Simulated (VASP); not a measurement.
Consider the following.

```
Cu
1.0
    0.00000     1.79603     1.79603
    1.79603     0.00000     1.79603
    1.79603     1.79603     0.00000
Cu
1
Direct
  0.00000   0.00000   0.00000
```

Level of theory: PBE GGA, VASP's PBE PAW potentials (set 64) (plane waves; VASP). Numerical set-up: 500 eV cut-off, 17×17×17 Γ-centred mesh, first-order Methfessel-Paxton smearing of 0.10 eV, potentials Cu.

Energy and stress use the plane-wave basis of the starting cell.

Q: The ions, cell shape and volume at an external pressure of 10.0 GPa are relaxed. Predict the relaxed structure.

A: 
```
Cu
1.0
    0.00000     1.77913     1.77913
    1.77913     0.00000     1.77913
    1.77913     1.77913     0.00000
Cu
1
Direct
  0.00000   0.00000   0.00000
```
Space group Fm-3m (225), at a tolerance of 0.03 Å.

Q: How do energy and volume change from the first to the last step?

A: The energy (σ→0) changes by +15.0 meV/atom and the volume by -2.8 %, in 3 ionic steps.

```csv
step,E(σ→0) (eV),max force (eV/Å),pressure (GPa),volume (Å³)
1,-3.7196,0.000,4.94,11.59
2,-3.6830,0.000,15.11,10.98
3,-3.7047,0.000,9.92,11.26
```

The compound is Cu in the fcc structure. This run relaxes it under an external pressure of 10 GPa. Symmetry was kept, so distortions that lower it aren't found.
